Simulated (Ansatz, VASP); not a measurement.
## ZrGaH4 in VASP and in Ansatz

INCAR

```
ALGO     = Normal         # electronic algorithm
EDIFF    = 1E-6           # SCF threshold, eV
EDIFFG   = -0.01          # ionic threshold
ENCUT    = 600            # plane-wave cutoff, eV
GGA      = PE             # functional
IBRION   = 2              # ionic algorithm
ISIF     = 3              # what is computed and relaxed
ISMEAR   = 0              # smearing method
LASPH    = T              # aspherical terms in the spheres
LCHARG   = F              # write CHGCAR
LREAL    = F              # projectors in reciprocal space
LWAVE    = F              # write WAVECAR
NELM     = 100            # most SCF steps
NSW      = 100            # ionic steps
PREC     = Accurate       # precision mode
SIGMA    = 0.1            # smearing width, eV
```

KPOINTS

```
k-points
0
Gamma
  10 10 8
```

File POSCAR:

```
ZrGaH4
1.0
    3.5106415961      0.0000000000      0.0000000000
    0.0000000000      3.5106415961      0.0000000000
    0.0000000000      0.0000000000      4.4323813986
Zr Ga H
1 1 4
Direct
    0.5000000000      0.5000000000      0.5000000000
    0.0000000000      0.0000000000      0.0000000000
    0.5000000000      0.0000000000      0.2557310813
    0.0000000000      0.5000000000      0.7442689187
    0.5000000000      0.0000000000      0.7442689187
    0.0000000000      0.5000000000      0.2557310813
```

Input for Ansatz:

```yaml
crystal:
  lattice:
    - [3.5106415961, 0.0, 0.0]
    - [0.0, 3.5106415961, 0.0]
    - [0.0, 0.0, 4.4323813986]
  atoms:
    - { symbol: Zr, position: [0.5, 0.5, 0.5] }
    - { symbol: Ga, position: [0.0, 0.0, 0.0] }
    - { symbol: H, position: [0.5, 0.0, 0.2557310813] }
    - { symbol: H, position: [0.0, 0.5, 0.7442689187] }
    - { symbol: H, position: [0.5, 0.0, 0.7442689187] }
    - { symbol: H, position: [0.0, 0.5, 0.2557310813] }
basis:
  ecutwfc: 420
kpoints:
  mp_grid: { grid: [10, 10, 8] }
hamiltonian:
  xc: pbe
scf:
  occupations: { method: gaussian, width: 0.1 }
output:
  forces: true
  stress: true
  eigenvalues: true
relax:
  adjacent_minimum: "off"
  f_tol: 0.01
  max_steps: 80
  cell: { stress_tol: 0.05 }
```

Alike in both runs: task relaxation of cell and atoms; functional PBE; k mesh 10 × 10 × 8; occupations gaussian, width 0.1 eV; no spin polarisation.

|  | VASP | Ansatz |
| --- | --- | --- |
| version | VASP 6.6.1 | Ansatz 0.2.0 |
| potentials or method | VASP PAW PBE potentials, release 64 (Zr_sv, Ga_d, H) | scalar-relativistic, plane waves, PAW |
| plane-wave cutoff (eV) | 600 | 420 |
| valence electrons in the cell | 29 | 29 |

VASP gave:

- gap on the k mesh at the Fermi level, each at its own relaxed structure (eV): none
- relaxed volume (Å³/atom): 8.85
- relaxed cell length with the largest relative difference (Å): 4.209
- energy change over the relaxation (meV/atom): -5

Task: What did Ansatz give for the same quantities?

Result: gap on the k mesh at the Fermi level, each at its own relaxed structure (eV): none; relaxed volume (Å³/atom): 8.84; relaxed cell length with the largest relative difference (Å): 4.216; energy change over the relaxation (meV/atom): -5.

A gap of «none» marks a metal or a gap that the smearing closes.
